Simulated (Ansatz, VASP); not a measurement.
**Cross-check of Sb (antimonene 5 layers, AA') between VASP and Ansatz**

Wanted: the spread between two codes on one cell, functional and k mesh. Of the first pair: The structure shown is the start of the Ansatz relaxation below; VASP solves that cell, so the two are compared at the walk's first step.

Calculated with Ansatz 0.2.0; plane waves, with VASP 6.6.1 beside it; single point at PBE with D3(BJ).

**1. The structure**

The cell holds 10 atoms: 10 Sb. Cell: a = 4.120 Å, b = 4.120 Å, c = 71.550 Å, α = 90.0°, β = 90.0°, γ = 120.0°. Vacuum lies along c.

**2. Ansatz: relaxation, PBE with D3(BJ)**

Ansatz runs on its default PAW (the set named soft_2) files.

The two programs are compared at the cell with which this relaxation starts, whose forces are those of its first step.

Input file input.yaml:

```yaml
crystal:
  lattice:
    - [4.12, 0.0, 0.0]
    - [-2.06, 3.5680246636, 0.0]
    - [0.0, 0.0, 71.5500000036]
  atoms:
    - { symbol: Sb, position: [0.6666666667, 0.3333333333, 0.358490566] }
    - { symbol: Sb, position: [0.3333333333, 0.6666666667, 0.3815513627] }
    - { symbol: Sb, position: [0.3333333333, 0.6666666667, 0.4234800839] }
    - { symbol: Sb, position: [0.6666666667, 0.3333333333, 0.4465408805] }
    - { symbol: Sb, position: [0.6666666667, 0.3333333333, 0.4884696017] }
    - { symbol: Sb, position: [0.3333333333, 0.6666666667, 0.5115303983] }
    - { symbol: Sb, position: [0.3333333333, 0.6666666667, 0.5534591195] }
    - { symbol: Sb, position: [0.6666666667, 0.3333333333, 0.5765199161] }
    - { symbol: Sb, position: [0.6666666667, 0.3333333333, 0.6184486373] }
    - { symbol: Sb, position: [0.3333333333, 0.6666666667, 0.641509434] }
  periodic: [true, true, false]
kpoints:
  mp_grid: { grid: [12, 12, 1] }
hamiltonian:
  xc: pbe
  dispersion: d3bj
scf:
  occupations: { method: fermi_dirac, width: 0.05 }
  convergence: { dr2_threshold: 1.0e-09 }
relax:
  f_tol: 0.004
  max_steps: 90
  cell: {}
output:
  write_potential: true
  write_density: true
  volumetric_format: npy
```

Launch:

```bash
$ ansatz run input.yaml --threads 4 --pin off --max-ram 16384MiB --backend cpu --events-out ev --progress --plain --runs-dir out
```

Numbers of over 12 decimals in the logs are rounded to 6 here.

The log of the run:

```text
Warning: relax.cell: scf.convergence.dr2_threshold = 1e-9 eV is looser than the 1.09282152812e-10 eV advised for a relaxation that steers and ends on the stress (1e-10 eV for each atom of the cell: 10, times the square of relax.cell.stress_2d_tol = 0.05 N/m over 30.3 Å (the atoms' height at the walk's start and 5 Å past either face), 1.653e-2 GPa, over a crystal's default 0.05). What an SCF threshold leaves in a stress goes as its square root, and in the free energy as the threshold itself, and one threshold admits the most on a small cell: [figures from the program's tests cut] Set scf.convergence.dr2_threshold to 1.09282152812e-10 eV or tighter. [rest of the remark cut]
Engine: ansatz 0.2.0, aarch64-unknown-linux-gnu
Pseudopotentials: kind: paw
Pseudopotential: Sb, paw, valence charge 15, recommended cutoff 420 eV (normal), Sb.paw.azcp
Functional definition: PBE
  parameter kappa = 0.804
  parameter beta = 0.066725
  exchange = pbe_x(kappa = kappa, mu = beta*pi^2/3)
  correlation = pbe_c(beta = beta)
Crystal: 10 atoms, lattice volume = 1051.804 Å³
Basis set: ecut = 420 eV, 20351 PW (Γ), exchange–correlation on 60×60×960 points (8 copies of the dense FFT grid, shifted against one another)
Bands: 90, of which v1, the nominal top of the filled ones, is band 75 counted from 1 (74 counted from 0)
Symmetry: 12 space group operations
Space group: P-3m1 (ITA 164), of the structure as read, at distance tolerance 1.0e-4 Å
k-points: 19 of 144
Non-local potential: Sb, projectors of the file, l = 0: 2, l = 1: 2, l = 2: 2, l = 3: 2
PAW form: soft (Blöchl's): semilocal exchange-correlation on the pseudo side does not see the compensation charge
PAW one-centre angular grid: Sb, 590 points (default); XC on 64 Gauss nodes
Initial density: superposition of atomic densities (neutral atoms: chi_scale 0, normalization atom), corrected by the library's trained network
Initial wavefunctions: pseudopotential atomic-orbital guess
Functional: x = pbe(κ = 0.804, μ = 0.219515), c = pbe(β = 0.066725)
SCF iter   1: F=—  HF=-64846.428360 eV  |F-HF|=—  |Δ(HF+E_count)|=         —  Δρ=1.52e-3  dr2=8.96e-1  ethr=1.77e-3  ⟨swp⟩=11.8  Hψ=9451  notcnv=0  defer=28
preconditioner: auto → LDOS  [metal: Δε(μ)=0.050 eV  Ē_g=7.522 eV  σ=0.050 eV  W_gap=0.24  n_scr=170 (ndim 8)  ℏωp=8.1 eV  f_vac=0.663  D(μ)=5.09/eV (n_scr^D=20)  β→1.0]
SCF iter   2: F=—  HF=-64846.396093 eV  |F-HF|=—  |Δ(HF+E_count)|=   3.23e-2  Δρ=6.81e-4  dr2=2.58e-2  ethr=5.97e-4  ⟨swp⟩=2.4  Hψ=2271  notcnv=0  defer=83
SCF iter   3: F=—  HF=-64846.392905 eV  |F-HF|=—  |Δ(HF+E_count)|=   3.19e-3  Δρ=4.69e-4  dr2=1.22e-2  ethr=1.72e-5  ⟨swp⟩=3.0  Hψ=3620  notcnv=0  defer=83
SCF iter   4: F=—  HF=-64846.391909 eV  |F-HF|=—  |Δ(HF+E_count)|=   9.96e-4  Δρ=1.39e-4  dr2=3.20e-4  ethr=8.12e-6  ⟨swp⟩=2.5  Hψ=3148  notcnv=0  defer=83
SCF iter   5: F=—  HF=-64846.391820 eV  |F-HF|=—  |Δ(HF+E_count)|=   8.89e-5  Δρ=4.28e-5  dr2=5.41e-5  ethr=2.13e-7  ⟨swp⟩=3.0  Hψ=3554  notcnv=0  defer=83
SCF iter   6: F=—  HF=-64846.391821 eV  |F-HF|=—  |Δ(HF+E_count)|=   1.01e-6  Δρ=1.33e-5  dr2=7.09e-6  ethr=3.61e-8  ⟨swp⟩=3.1  Hψ=3199  notcnv=0  defer=83
SCF iter   7: F=—  HF=-64846.391907 eV  |F-HF|=—  |Δ(HF+E_count)|=   8.62e-5  Δρ=4.55e-6  dr2=3.43e-7  ethr=4.73e-9  ⟨swp⟩=2.7  Hψ=3182  notcnv=0  defer=83
SCF iter   8: F=—  HF=-64846.391907 eV  |F-HF|=—  |Δ(HF+E_count)|=  3.78e-10  Δρ=1.11e-6  dr2=2.39e-8  ethr=2.29e-10  ⟨swp⟩=3.0  Hψ=3505  notcnv=0  defer=83
SCF iter   9: F=—  HF=-64846.391907 eV  |F-HF|=—  |Δ(HF+E_count)|=   7.88e-8  Δρ=3.74e-7  dr2=2.52e-9  ethr=1.59e-11  ⟨swp⟩=3.0  Hψ=3492  notcnv=0  defer=83
SCF iter  10: F=-64846.391907 eV  HF=-64846.391907 eV  |F-HF|=2.68e-9  |Δ(HF+E_count)|=   9.91e-9  Δρ=1.06e-7  dr2=2.27e-10  ethr=1.00e-12  ⟨swp⟩=11.2  Hψ=11598  notcnv=0
SCF 1 converged in 10 iterations: F = -64846.391907 eV  dr2 = 2.27e-10
  greatest PAW one-centre occupation: 0.996 electrons in one spin orbital (limit 2), on the Sb atom at site 7 (counted from 0), in its partial waves of l = 2
relax step   1: F+E_penalty+E_count = -64846.39190721 eV  Δ(F+E_penalty+E_count) = +0.000e0 eV  max|allowed force component| = 7.448e-1 eV/Å  Δτ_max = 0.0000 Å  P = -0.109 N/m  Ω = 1051.804 Å³  fix = [c, alpha, beta]  reactions: c -0.000 N/m  (10 SCF iters, accepted)
Crystal: 10 atoms, lattice volume = 1056.618 Å³
[...]
WARN: The output density's exchange-correlation potential varies sharply where the density is thin. Do not read a vacuum level from v_tot or v_xc, or from such a field of the output density. On a cell that repeats whose density bears no net charge and no dipole along the vacuum's axis use v_es (v_loc + v_h of the components); under efield.dipole_correction with no amplitude use v_es + v_field, which holds any externa [...]
SCF converged after 6 iterations
Free energy (F): -64847.126477 eV
Harris-Foulkes:  -64847.126477 eV  (|F-HF|=2.36e-9)
Internal energy: -64847.124975 eV  (E = F + TS)
E sigma→0 (E₀):  -64847.125726 eV
Entropy (-TS):   -0.001502 eV (-0.150 meV/atom)
Fermi energy:    -4.191093 eV
--- Per-component energies (eV) ---
  E_band       = -3792.184398
  E_kinetic    = 2066.577649
  E_local      = -1239700.459043  (includes V_loc(G=0)·N_el)
  E_nonlocal   = 3621.236233
  E_hartree    = 618059.895657
  E_xc         = -1380.832610
  E_vxc        = -956.947101  (∫ρ·V_xc dr)
  E_paw        = -45752.273681  (= ΣΔE_a)
  E_vpaw       = -4942.391518  (= ΣTr[D̂ρ^β])
  E_aug_tail   = -0.000016  (compensation charges beyond the density's cutoff)
  E_ewald      = 598241.890637
  E_disp       = -3.159800  (pairwise vdW)
  E_smearing   = -0.001502  (= −TS)
  E_closure    = 0.000000  (closes the sum)
  Σ components = -64847.126477   (vs F -64847.126477, Δ=0.00e0)
--- Forces (eV/Å), atoms counted from 1 ---
  atom   1  Sb     0.00000000     0.00000000     0.00027341
  atom   2  Sb     0.00000000    -0.00000000    -0.00085599
  atom   3  Sb     0.00000000    -0.00000000     0.00080914
  atom   4  Sb     0.00000000     0.00000000     0.00022266
  atom   5  Sb    -0.00000000     0.00000000    -0.00038463
  atom   6  Sb     0.00000000    -0.00000000     0.00038463
  atom   7  Sb     0.00000000    -0.00000000    -0.00022266
  atom   8  Sb     0.00000000     0.00000000    -0.00080914
  atom   9  Sb     0.00000000     0.00000000     0.00085599
  atom  10  Sb     0.00000000    -0.00000000    -0.00027341
  max |Σ_I F_I| component: 1.39e-17 eV/Å
--- 2D stress c σ (N/m, compression-positive) ---
        0.005411       0.000000       0.000000
        0.000000       0.005411       0.000000
        0.000000       0.000000       0.000000
  P = ½ c Tr σ = 0.0054 N/m
--- Band table (eV; the first three rows and the last of 19) ---
  k-point 0: bands = [... 71 lower, -4.6924, -4.6779, -4.6779, -4.4594, -3.2860, -3.0535, -2.8376, -2.6944, ... 11 higher]
  k-point 1: bands = [... 71 lower, -4.8814, -4.8712, -4.8568, -4.4123, -2.7746, -2.6216, -2.4724, -2.3622, ... 11 higher]
  k-point 2: bands = [... 71 lower, -5.2660, -5.2517, -4.8764, -4.4463, -3.1907, -3.0807, -2.9483, -2.8123, ... 11 higher]
  k-point 18: bands = [... 71 lower, -6.3791, -6.3791, -6.2921, -6.2921, -3.8426, -3.6778, -3.4555, -3.2215, ... 11 higher]
  the weakly bound empty levels are not read free of the cell's end (no_gap_told)
--- Relaxed structure (14 steps of the walk, 14 accepted, 1 SCFs on fresh bases) ---
  F+E_penalty+E_count = -64847.12647707 eV   max|allowed force component| = 8.560e-4 eV/Å   (the final SCF, on the basis selected at the relaxed cell)
  cell:  # Å, volume = 1024.5436 Å³
    - [4.066260, 0.0, 0.0]
    - [-2.033130, 3.521484, 0.0]
    - [0.0, 0.0, 71.5500000036]
  atoms:
    - { symbol: Sb, position: [0.666667, 0.333333, 0.330084] }
    - { symbol: Sb, position: [0.333333, 0.666667, 0.353179] }
    - { symbol: Sb, position: [0.333333, 0.666667, 0.409385] }
    - { symbol: Sb, position: [0.666667, 0.333333, 0.432492] }
    - { symbol: Sb, position: [0.666667, 0.333333, 0.488446] }
    - { symbol: Sb, position: [0.333333, 0.666667, 0.511554] }
    - { symbol: Sb, position: [0.333333, 0.666667, 0.567508] }
    - { symbol: Sb, position: [0.666667, 0.333333, 0.590615] }
    - { symbol: Sb, position: [0.666667, 0.333333, 0.646821] }
    - { symbol: Sb, position: [0.333333, 0.666667, 0.669916] }
```

**3. VASP: single point, PBE with D3(BJ), start cell, pair 1**

The same cell, functional, mesh and smearing now go to VASP, with its own data sets.

Lines of VASP's logs that name or quote its potential files are left out, and so is its time.

Input file INCAR:

```
SYSTEM = Sb
PREC = Accurate
ENCUT = 400
EDIFF = 1E-06
NELM = 120
ISMEAR = -1
SIGMA = 0.05
LREAL = .FALSE.
ALGO = Normal
GGA = PE
IVDW = 12
NBANDS = 35
LORBIT = 11
LWAVE = .FALSE.
LCHARG = .FALSE.
ISIF = 2
LDIPOL = .TRUE.
IDIPOL = 3
DIPOL = 0.5 0.5 0.5
LVHAR = .TRUE.
LASPH = .TRUE.
GGA_COMPAT = .FALSE.
EFERMI = MIDGAP
NELMDL = -8
KPAR = 2
```

Input file POSCAR:

```
Sb
1.0
    4.1200000000      0.0000000000      0.0000000000
   -2.0600000000      3.5680250000      0.0000000000
    0.0000000000      0.0000000000     71.5500000000
Sb
10
Direct
    0.6666667134      0.3333334268      0.3584905660
    0.3333333801      0.6666667601      0.3815513627
    0.3333333801      0.6666667601      0.4234800839
    0.6666667134      0.3333334268      0.4465408805
    0.6666667134      0.3333334268      0.4884696017
    0.3333333801      0.6666667601      0.5115303983
    0.3333333801      0.6666667601      0.5534591195
    0.6666667134      0.3333334268      0.5765199161
    0.6666667134      0.3333334268      0.6184486373
    0.3333333801      0.6666667601      0.6415094340
```

Input file KPOINTS:

```
Automatic mesh
0
Gamma
12 12 1
0 0 0
```

PAW data sets: Sb (PBE family, release 64).

Launch:

```bash
$ mpirun -np 2 vasp_std
```

The log of the run:

```text
[banner, memory and clock lines left out]
running    2 mpi-ranks, on    1 nodes
 distrk:  each k-point on    1 cores,    2 groups
 distr:  one band on    1 cores,    1 groups

 POSCAR found type information on POSCAR Sb
 POSCAR found :  1 types and      10 ions
 LDA part: xc-table for (Slater+PW92), standard interpolation
|                                                                             |
|           W    W    AA    RRRRR   N    N  II  N    N   GGGG   !!!           |
|           W    W   A  A   R    R  NN   N  II  NN   N  G    G  !!!           |
|           W    W  A    A  R    R  N N  N  II  N N  N  G       !!!           |
|           W WW W  AAAAAA  RRRRR   N  N N  II  N  N N  G  GGG   !            |
|           WW  WW  A    A  R   R   N   NN  II  N   NN  G    G                |
|           W    W  A    A  R    R  N    N  II  N    N   GGGG   !!!           |
|                                                                             |
|     One of the lattice vectors is very long (>50 A), but AMIN is rather     |
|     large. This can spoil convergence since charge sloshing might occur     |
|     along the long lattice vector. If problems with convergence are         |
|     observed, try to decrease AMIN to a smaller value (e.g. 0.01).          |
|     Note: This warning only applies if the self-consistency cycle is        |
|     used.                                                                   |
|                                                                             |

 POSCAR, INCAR and KPOINTS ok, starting setup
 FFT: planning ... GRIDC
 FFT: planning ... GRID_SOFT
 FFT: planning ... GRID
 WAVECAR not read
 entering main loop
       N       E                     dE             d eps       ncg     rms          rms(c)
DAV:   1     0.295646712254E+03    0.29565E+03   -0.12087E+04  1378   0.783E+02
DAV:   2    -0.473640625218E+01   -0.30038E+03   -0.28876E+03  1956   0.156E+02
DAV:   3    -0.380661747243E+02   -0.33330E+02   -0.32915E+02  1522   0.565E+01
DAV:   4    -0.392639086846E+02   -0.11977E+01   -0.11918E+01  1880   0.128E+01
DAV:   5    -0.393070100275E+02   -0.43101E-01   -0.43062E-01  2012   0.276E+00
DAV:   6    -0.393080386422E+02   -0.10286E-02   -0.10284E-02  1958   0.394E-01
DAV:   7    -0.393080829123E+02   -0.44270E-04   -0.44266E-04  2028   0.763E-02
DAV:   8    -0.393080840539E+02   -0.11416E-05   -0.11412E-05  1726   0.973E-03    0.673E+00
DAV:   9    -0.392323236845E+02    0.75760E-01   -0.24788E-01  1822   0.224E+00    0.412E+00
DAV:  10    -0.401491392369E+02   -0.91682E+00   -0.44982E+00  1872   0.103E+01    0.221E+00
DAV:  11    -0.391302652196E+02    0.10189E+01   -0.33627E+00  2132   0.738E+00    0.395E-01
DAV:  12    -0.391650801091E+02   -0.34815E-01   -0.35237E-01  1658   0.166E+00    0.264E-01
DAV:  13    -0.391632638115E+02    0.18163E-02   -0.98489E-03  1803   0.433E-01    0.216E-01
DAV:  14    -0.391627964902E+02    0.46732E-03   -0.17715E-03  1756   0.164E-01    0.165E-01
[...]
DAV:  24    -0.391622131896E+02   -0.16875E-04   -0.76896E-06  1461   0.878E-03    0.486E-03
DAV:  25    -0.391622302079E+02   -0.17018E-04   -0.12642E-06  1237   0.335E-03    0.284E-03
DAV:  26    -0.391622486588E+02   -0.18451E-04   -0.70585E-07  1055   0.213E-03    0.233E-03
DAV:  27    -0.391622591155E+02   -0.10457E-04   -0.31138E-07  1115   0.133E-03    0.277E-03
DAV:  28    -0.391622664270E+02   -0.73114E-05   -0.22782E-07   982   0.145E-03    0.978E-04
DAV:  29    -0.391622687987E+02   -0.23717E-05   -0.75653E-08   947   0.823E-04    0.506E-04
DAV:  30    -0.391622700644E+02   -0.12658E-05   -0.26336E-08   779   0.580E-04    0.233E-04
DAV:  31    -0.391622708405E+02   -0.77604E-06   -0.15176E-08   830   0.389E-04
   1 F= -.42861264E+02 E0= -.42838810E+02  d E =-.449064E-01
```

From OUTCAR (step 3):

```text
ion  position               nearest neighbor table
   1  0.667  0.333  0.358-   2 2.89   2 2.89   2 2.89
   2  0.333  0.667  0.382-   1 2.89   1 2.89   1 2.89   3 3.00
   3  0.333  0.667  0.423-   4 2.89   4 2.89   4 2.89   2 3.00
   4  0.667  0.333  0.447-   3 2.89   3 2.89   3 2.89   5 3.00
   5  0.667  0.333  0.488-   6 2.89   6 2.89   6 2.89   4 3.00
   6  0.333  0.667  0.512-   5 2.89   5 2.89   5 2.89   7 3.00
   7  0.333  0.667  0.553-   8 2.89   8 2.89   8 2.89   6 3.00
   8  0.667  0.333  0.577-   7 2.89   7 2.89   7 2.89   9 3.00
   9  0.667  0.333  0.618-  10 2.89  10 2.89  10 2.89   8 3.00
  10  0.333  0.667  0.642-   9 2.89   9 2.89   9 2.89

  LATTYP: Found a hexagonal cell.
 ALAT       =     4.1200000000
 C/A-ratio  =    17.3665048544

 Subroutine GETGRP returns: Found 12 space group operations
 (whereof 12 operations were pure point group operations)

The static configuration has the point symmetry D_3d.

 Found     19 irreducible k-points:

   k-points           NKPTS =     19   k-points in BZ     NKDIM =     19   number of bands    NBANDS=     35

   dimension x,y,z NGX =    28 NGY =   28 NGZ =  480
   dimension x,y,z NGXF=    56 NGYF=   56 NGZF=  960

   ENCUT  =  400.0 eV  29.40 Ry    5.42 a.u.   6.72  6.72116.68*2*pi/ulx,y,z

   NELECT =      50.0000    total number of electrons

 k-points in reciprocal lattice and weights: Automatic mesh
   0.00000000  0.00000000  0.00000000       0.007
   0.08333333 -0.00000000  0.00000000       0.042
   0.16666667  0.00000000  0.00000000       0.042
   0.25000000  0.00000000  0.00000000       0.042
   0.33333333 -0.00000000  0.00000000       0.042
   0.41666667  0.00000000  0.00000000       0.042
   0.50000000  0.00000000  0.00000000       0.021
   0.08333333  0.08333333  0.00000000       0.042
   0.16666667  0.08333333  0.00000000       0.083
[...]
0.33333333  0.25000000  0.00000000       0.083
   0.33333333  0.33333333  0.00000000       0.014

 dipolmoment           0.000000      0.000000      0.000000 electrons x Angstroem

 average (electrostatic) potential at core
       1 -93.8501       2 -93.9182       3 -93.8300       4 -93.8361       5 -93.8376
       6 -93.8376       7 -93.8361       8 -93.8300       9 -93.9182      10 -93.8501

 E-fermi :  -0.7148

 k-point     1 :       0.0000    0.0000    0.0000
  band No.  band energies     occupation
    ...
     20      -1.4473      2.00000
     21      -1.4473      2.00000
     22      -1.2843      1.99998
     23      -1.2843      1.99998
     24      -0.9049      1.95634
     25      -0.2839      0.00036
     26      -0.1798      0.00005
     27       0.6317      0.00000
     28       0.6317      0.00000
     29       0.8669      0.00000
    ...

 k-point     2 :       0.0833   -0.0000    0.0000
  band No.  band energies     occupation
    ...
     19      -1.8103      2.00000
     20      -1.8059      2.00000
     21      -1.6123      2.00000
     22      -1.5758      2.00000
     23      -1.4517      2.00000
     24      -0.6219      0.26963
     25       0.1031      0.00000
     26       0.1803      0.00000
     27       0.5813      0.00000
     28       0.6981      0.00000
    ...

 k-point     3 :       0.1667    0.0000    0.0000
  band No.  band energies     occupation
    ...
     20      -2.1711      2.00000
     21      -1.9817      2.00000
     22      -1.8251      2.00000
     23      -1.6736      2.00000
     24      -0.6776      0.64401
     25      -0.3791      0.00242
     26      -0.1607      0.00003
     27       0.3625      0.00000
     28       0.4727      0.00000
     29       0.8081      0.00000
    ...

 Edisp (eV)   -3.69899

  Total       0.03782     0.03782     8.51266     0.00000    -0.00000    -0.00000
  in kB       0.05760     0.05760    12.96704     0.00000    -0.00000    -0.00000
  external pressure =        4.36 kB  Pullay stress =        0.00 kB

  energy-cutoff  :      400.00
  volume of cell :     1051.80
      direct lattice vectors                 reciprocal lattice vectors
     4.120000000  0.000000000  0.000000000     0.242718447  0.140133547  0.000000000
    -2.060000000  3.568025000  0.000000000     0.000000000  0.280267095  0.000000000
     0.000000000  0.000000000 71.550000000     0.000000000  0.000000000  0.013976240

 POSITION                                       TOTAL-FORCE (eV/Angst)
 -----------------------------------------------------------------------------------
      2.06000      1.18934     25.65000        -0.000000      0.000000     -0.050031
      0.00000      2.37868     27.30000         0.000000      0.000000     -0.677780
      0.00000      2.37868     30.30000        -0.000000     -0.000000      0.372225
      2.06000      1.18934     31.95000         0.000000      0.000000     -0.028313
      2.06000      1.18934     34.95000         0.000000      0.000000      0.068958
      0.00000      2.37868     36.60000        -0.000000     -0.000000     -0.068958
      0.00000      2.37868     39.60000         0.000000     -0.000000      0.028313
      2.06000      1.18934     41.25000        -0.000000      0.000000     -0.372225
      2.06000      1.18934     44.25000        -0.000000     -0.000000      0.677780
      0.00000      2.37868     45.90000         0.000000     -0.000000      0.050031
 -----------------------------------------------------------------------------------
    total drift:                               -0.000000     -0.000589     -0.000000

  FREE ENERGIE OF THE ION-ELECTRON SYSTEM (eV)
  ---------------------------------------------------
  free  energy   TOTEN  =       -42.8612636998 eV

  energy  without entropy=      -42.8163572636  energy(sigma->0) =      -42.83881048

 vacuum level on the upper side and lower side of the slab         3.250         3.250

 total charge
# of ion       s       p       d       tot
------------------------------------------
    1        1.216   1.150   0.027   2.393
    2        1.222   1.163   0.034   2.419
    3        1.232   1.151   0.035   2.418
    4        1.226   1.149   0.036   2.411
    5        1.223   1.153   0.036   2.412
    6        1.223   1.153   0.036   2.412
    7        1.226   1.149   0.036   2.411
    8        1.232   1.151   0.035   2.418
    9        1.222   1.163   0.034   2.419
   10        1.216   1.150   0.027   2.393
--------------------------------------------------
tot         12.238  11.532   0.335  24.105

[... 3 further parts left out ...]
```

(Part 1 of 2 ends here.)

[Lines on the potential files, build, host, timing and source positions are cut from VASP's logs without a mark.]

[Logs are printed without paths, hosts, clocks, repeated set-up lines and the standing remarks that a program may print on its own settings, such as how far it seeks lower states.]

[Hosts, paths, dates, database ids (printed as entryN), source tags and the programs' standing remarks are cut or masked in the printed files.]
